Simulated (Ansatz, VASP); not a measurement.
# SiNi (SiNi (Pnma)) in two plane-wave programs, part 2 of 2

One calculation is typed for both programs; each brings its own data sets. How far apart do they land? The cell is taken from a series of runs on this material, whose earlier steps may have relaxed, scaled, displaced or heated it; both programs get it as it stands.

VASP 6.6.1 and Ansatz 0.2.0.

So far: Set-up; Ansatz: relaxation of cell and atoms, PBEsol.

### Step 3. VASP: relaxation of cell and atoms, PBEsol

Level of this step: PBEsol, no spin polarisation; plane waves and PAW (Si, Ni) (VASP).

The same cell, functional, mesh and smearing now go to VASP, with its own data sets.

Lines of VASP's logs that name or quote its potential files are left out, and so is its time.

INCAR

```
SYSTEM = SiNi
PREC = Accurate
ENCUT = 600
EDIFF = 1E-07
NELM = 120
ISMEAR = -1
SIGMA = 0.05
LREAL = .FALSE.
ALGO = Normal
GGA = PS
NBANDS = 36
LASPH = .TRUE.
LORBIT = 11
LWAVE = .FALSE.
LCHARG = .FALSE.
ISIF = 3
IBRION = 2
NSW = 80
EDIFFG = -0.005
GGA_COMPAT = .FALSE.
NELMIN = 4
KPAR = 2
```

POSCAR

```
SiNi
1.0
    5.1415350000      0.0000000000      0.0000000000
    0.0000000000      3.3212970000      0.0000000000
    0.0000000000      0.0000000000      5.5697750000
Si Ni
4 4
Direct
    0.8210894217      0.7500000753      0.5823244206
    0.1789105783      0.2499999247      0.4176755794
    0.3210893245      0.7500000753      0.9176756691
    0.6789106755      0.2499999247      0.0823245104
    0.5079498632      0.2499999247      0.6885206314
    0.4920501368      0.7500000753      0.3114793686
    0.0079497660      0.2499999247      0.8114794583
    0.9920502340      0.7500000753      0.1885205417
```

KPOINTS

```
Automatic mesh
0
Gamma
8 12 7
0 0 0
```

The projector-augmented-wave data sets are Si and Ni (PBE family, release 64).

Command:

```bash
mpirun -np 2 vasp_std
```

Numbers of over 12 decimals in the logs are rounded to 6 here.

Output:

```text
[banner, memory and clock lines left out]
running    2 mpi-ranks, on    1 nodes
 distrk:  each k-point on    1 cores,    2 groups
 distr:  one band on    1 cores,    1 groups

 POSCAR found type information on POSCAR SiNi
 POSCAR found :  2 types and       8 ions
|                                                                             |
|               ----> ADVICE to this user running VASP <----                  |
|                                                                             |
|     You enforced a specific xc type in the INCAR file but a different       |
|     [... a line on the potential file left out ...]
|     I HOPE YOU KNOW WHAT YOU ARE DOING!                                     |
|                                                                             |

 LDA part: xc-table for (Slater+PW92), standard interpolation
 POSCAR, INCAR and KPOINTS ok, starting setup
 FFT: planning ... GRIDC
 FFT: planning ... GRID_SOFT
 FFT: planning ... GRID
 WAVECAR not read
 entering main loop
       N       E                     dE             d eps       ncg     rms          rms(c)
DAV:   1     0.390587724642E+03    0.39059E+03   -0.26829E+04 10080   0.204E+03
DAV:   2    -0.251970574429E+02   -0.41578E+03   -0.40217E+03 10080   0.404E+02
DAV:   3    -0.588015316429E+02   -0.33604E+02   -0.32474E+02 10924   0.137E+02
DAV:   4    -0.601092898049E+02   -0.13078E+01   -0.12950E+01 12476   0.242E+01
DAV:   5    -0.601510338008E+02   -0.41744E-01   -0.41706E-01 12460   0.418E+00    0.298E+01
DAV:   6    -0.698577306150E+02   -0.97067E+01   -0.17431E+02 11712   0.189E+02    0.376E+01
DAV:   7    -0.521597674445E+02    0.17698E+02   -0.51625E+01 11776   0.117E+02    0.661E+00
DAV:   8    -0.523966996246E+02   -0.23693E+00   -0.80415E+00 14872   0.213E+01    0.403E+00
DAV:   9    -0.522606052342E+02    0.13609E+00   -0.70138E-01 11956   0.113E+01    0.838E-01
DAV:  10    -0.522576305081E+02    0.29747E-02   -0.31664E-02 12060   0.200E+00    0.494E-01
DAV:  11    -0.522559553490E+02    0.16752E-02   -0.57467E-03 14692   0.913E-01    0.144E-01
DAV:  12    -0.522559105742E+02    0.44775E-04   -0.31158E-04 11532   0.124E-01    0.681E-02
DAV:  13    -0.522558779576E+02    0.32617E-04   -0.61558E-05 15668   0.676E-02    0.264E-02
DAV:  14    -0.522558769020E+02    0.10556E-05   -0.14944E-05 14352   0.244E-02    0.670E-03
DAV:  15    -0.522558767816E+02    0.12039E-06   -0.17181E-06 11356   0.181E-02    0.218E-03
DAV:  16    -0.522558770040E+02   -0.22238E-06   -0.20833E-07  6216   0.253E-03    0.923E-04
DAV:  17    -0.522558770656E+02   -0.61654E-07   -0.33419E-08  5740   0.182E-03
   1 F= -.52255877E+02 E0= -.52245926E+02  d E =-.522559E+02
[... from here on, the cycles between the ionic steps are left out ...]
   2 F= -.52259969E+02 E0= -.52250577E+02  d E =-.409156E-02
   5 F= -.52265401E+02 E0= -.52257245E+02  d E =-.529423E-02
   6 F= -.52268508E+02 E0= -.52260832E+02  d E =-.310627E-02
   7 F= -.52270283E+02 E0= -.52263070E+02  d E =-.488148E-02
   8 F= -.52270727E+02 E0= -.52263464E+02  d E =-.444612E-03
   9 F= -.52270728E+02 E0= -.52263467E+02  d E =-.445553E-03
  10 F= -.52270942E+02 E0= -.52263618E+02  d E =-.213974E-03
  11 F= -.52270943E+02 E0= -.52263619E+02  d E =-.214453E-03
  12 F= -.52270943E+02 E0= -.52263622E+02  d E =-.214323E-03
  13 F= -.52270967E+02 E0= -.52263652E+02  d E =-.241778E-04
  14 F= -.52270967E+02 E0= -.52263655E+02  d E =-.247480E-04
 curvature:  -0.08 expect dE=-0.232E-05 dE for cont linesearch -0.585E-07
 ZBRENT: interpolating
 opt :   1.1883  next Energy=   -52.270968 (dE=-0.253E-04)
 bond charge predicted
       N       E                     dE             d eps       ncg     rms          rms(c)
DAV:   1    -0.522709698207E+02   -0.23742E-05   -0.33996E-04 10736   0.111E-01    0.136E-02
DAV:   2    -0.522709715622E+02   -0.17415E-05   -0.38938E-05 11692   0.903E-02    0.157E-02
DAV:   3    -0.522709678569E+02    0.37053E-05   -0.15236E-05 11144   0.608E-02    0.281E-03
DAV:   4    -0.522709677282E+02    0.12879E-06   -0.80831E-07 10980   0.622E-03    0.109E-03
DAV:   5    -0.522709677004E+02    0.27795E-07   -0.38570E-08  5128   0.287E-03
  15 F= -.52270968E+02 E0= -.52263654E+02  d E =-.250514E-04
 curvature:  -0.84 expect dE=-0.176E-04 dE for cont linesearch -0.630E-08
 trial: gam= 0.45603 g(F)=  0.876E-05 g(S)=  0.121E-04 ort = 0.686E-06 (trialstep = 0.102E+01)
 search vector abs. value=  0.346E-04
 reached required accuracy - stopping structural energy minimisation
```

OUTCAR, selected parts (step 3):

```text
ion  position               nearest neighbor table
   1  0.821  0.750  0.582-   6 2.27   7 2.30   7 2.30   8 2.36   5 2.39   5 2.39   2 2.64   2 2.64

  LATTYP: Found a simple orthorhombic cell.
 ALAT       =     3.3212970000
 B/A-ratio  =     1.5480503550
 C/A-ratio  =     1.6769879357

 Subroutine GETGRP returns: Found  8 space group operations
 (whereof  2 operations were pure point group operations)

The static configuration has the point symmetry S_2 .
 The point group associated with its full space group is D_2h.

 Found    140 irreducible k-points:

   k-points           NKPTS =    140   k-points in BZ     NKDIM =    140   number of bands    NBANDS=     36

   dimension x,y,z NGX =    42 NGY =   28 NGZ =   48
   dimension x,y,z NGXF=    84 NGYF=   56 NGZF=   96

   ENCUT  =  600.0 eV  44.10 Ry    6.64 a.u.  10.27  6.63 11.12*2*pi/ulx,y,z

   NELECT =      56.0000    total number of electrons

 k-points in reciprocal lattice and weights: Automatic mesh
   0.00000000  0.00000000  0.00000000       0.001
   0.12500000  0.00000000  0.00000000       0.003
   0.25000000  0.00000000  0.00000000       0.003
   0.37500000  0.00000000  0.00000000       0.003
   0.50000000  0.00000000  0.00000000       0.001
   0.00000000  0.08333333  0.00000000       0.003
   0.12500000  0.08333333  0.00000000       0.006
   0.25000000  0.08333333  0.00000000       0.006
   0.37500000  0.08333333  0.00000000       0.006
[...]
0.37500000  0.50000000  0.42857143       0.006
   0.50000000  0.50000000  0.42857143       0.003

 average (electrostatic) potential at core
       1 -78.7621       2 -78.7622       3 -78.7622       4 -78.7622       5 -81.1802
       6 -81.1802       7 -81.1802       8 -81.1803

 E-fermi :  10.7274

 k-point     1 :       0.0000    0.0000    0.0000
  band No.  band energies     occupation
    ...
     24       8.6577      2.00000
     25       8.9286      2.00000
     26       9.3187      2.00000
     27       9.5432      2.00000
     28       9.7683      2.00000
     29      11.3742      0.00000
     30      12.0972      0.00000
     31      14.0268      0.00000
     32      14.4562      0.00000
     33      14.6379      0.00000
    ...

 k-point     2 :       0.1250    0.0000    0.0000
  band No.  band energies     occupation
    ...
     24       8.6661      2.00000
     25       8.8787      2.00000
     26       9.4399      2.00000
     27       9.5761      2.00000
     28       9.7924      2.00000
     29      11.8451      0.00000
     30      12.2986      0.00000
     31      13.8416      0.00000
     32      14.5571      0.00000
     33      14.6381      0.00000
    ...

 k-point     3 :       0.2500    0.0000    0.0000
  band No.  band energies     occupation
    ...
     24       8.6699      2.00000
     25       8.7874      2.00000
     26       9.1812      2.00000
     27      10.1051      1.99999
     28      10.1411      1.99998
     29      12.7592      0.00000
     30      12.9179      0.00000
     31      13.2784      0.00000
     32      14.5389      0.00000
     33      14.8255      0.00000
    ...

  Total        0.0187022      0.0350814      0.0204896      0.0000000      0.0000000      0.0000000
  in kB        0.3172243      0.5950462      0.3475427      0.0000000      0.0000000      0.0000000
  external PRESSURE =       0.4199377 kB  Pullay stress =       0.0000000 kB

  energy-cutoff  :      600.00
  volume of cell :       94.46
      direct lattice vectors                 reciprocal lattice vectors
     5.084324432 -0.000000000  0.000000000     0.196682964 -0.000000000  0.000000000
     0.000000000  3.372233212  0.000000000     0.000000000  0.296539396  0.000000000
     0.000000000  0.000000000  5.509165187     0.000000000  0.000000000  0.181515704

 POSITION                                       TOTAL-FORCE (eV/Angst)
 -----------------------------------------------------------------------------------
      4.17521      2.52918      3.23809         0.000569      0.000000      0.004544
      0.90912      0.84306      2.27107        -0.000569      0.000000     -0.004544
      1.63304      2.52918      5.02566         0.000569      0.000000     -0.004544
      3.45128      0.84306      0.48351        -0.000569     -0.000000      0.004544
      2.59134      0.84306      3.78644         0.003858     -0.000000     -0.003088
      2.49298      2.52918      1.72273        -0.003858     -0.000000      0.003088
      0.04918      0.84306      4.47731         0.003858     -0.000000      0.003088
      5.03514      2.52918      1.03185        -0.003858      0.000000     -0.003088
 -----------------------------------------------------------------------------------
    total drift:                               -0.000060      0.000030      0.000087

  FREE ENERGIE OF THE ION-ELECTRON SYSTEM (eV)
  ---------------------------------------------------
  free  energy   TOTEN  =       -52.2709677004 eV

  energy  without entropy=      -52.2563411453  energy(sigma->0) =      -52.26365442

 reached required accuracy - stopping structural energy minimisation

 total charge
# of ion       s       p       d       tot
------------------------------------------
    1        0.759   0.861   0.000   1.621
    2        0.759   0.861   0.000   1.621
    3        0.759   0.861   0.000   1.621
    4        0.759   0.861   0.000   1.621
    5        0.516   0.676   8.467   9.658
    6        0.516   0.676   8.467   9.658
    7        0.516   0.676   8.467   9.658
    8        0.516   0.676   8.467   9.658
--------------------------------------------------
tot          5.100   6.147  33.867  45.114

[... 3 further parts left out ...]
```

CONTCAR:

```
SiNi
   1.00000000000000
     5.0843244317335383   -0.0000000000000000    0.0000000000000000
     0.0000000000000000    3.3722332121958134    0.0000000000000000
     0.0000000000000000    0.0000000000000000    5.5091651867368832
  Si              Ni
     4     4
Direct
     0.8211921644465744    0.7500000753000009    0.5877645274868560
     0.1788078355534253    0.2499999246999991    0.4122354725131436
     0.3211920672465737    0.7500000753000009    0.9122355622131461
     0.6788079327534265    0.2499999246999991    0.0877646172868531
     0.5096730295945129    0.2499999246999991    0.6872975724435552
     0.4903269704054873    0.7500000753000009    0.3127024275564449
     0.0096729323945191    0.2499999246999991    0.8127025172564469
     0.9903270676054809    0.7500000753000009    0.1872974827435530
```

The run keeps the 8 symmetry operations of its start, so it cannot find a distortion of lower symmetry.

### Step 4. Comparison

Known differences besides the potentials themselves: the data sets hold 88 valence electrons in Ansatz (on its default PAW (the set named soft_2) files) and 56 in VASP; the cutoff is 420 eV in Ansatz and 600 eV in VASP; Ansatz makes its cores anew for this functional, VASP keeps those of its PBE data sets; Ansatz adds a Pulay correction to the stress that steers its cell, VASP none. Total energies have different zeros and are not compared.

Both answers:

```
                                         quantity  Ansatz   VASP  difference
                                      volume (Å³)   94.40  94.46     -0.06 %
edge a after relaxation, in the typed setting (Å)   5.082  5.084     -0.06 %
edge b after relaxation, in the typed setting (Å)   3.374  3.372     +0.04 %
edge c after relaxation, in the typed setting (Å)   5.507  5.509     -0.05 %
```

### Step 5. Summary of results

| Item | Value |
| --- | --- |
| difference in volume (relaxation of cell and atoms, PBEsol) | -0.060 % |

In words: The difference in volume is -0.060 % (relaxation of cell and atoms, PBEsol), within the 1.2 % picked in this series as the mark of a large difference, as far as the stopping tolerances let one tell. The data sets hold unlike numbers of valence electrons (88 in Ansatz and 56 in VASP), so part of the differences comes from the potentials. How closely two codes agree says nothing of how well the functional describes the real material.

[Lines on the potential files, build, host, timing and source positions are cut from VASP's logs without a mark.]

[Logs are printed without paths, hosts, clocks, repeated set-up lines and the standing remarks that a program may print on its own settings, such as how far it seeks lower states.]

[Hosts, paths, dates, database ids (printed as entryN), source tags and the programs' standing remarks are cut or masked in the printed files.]
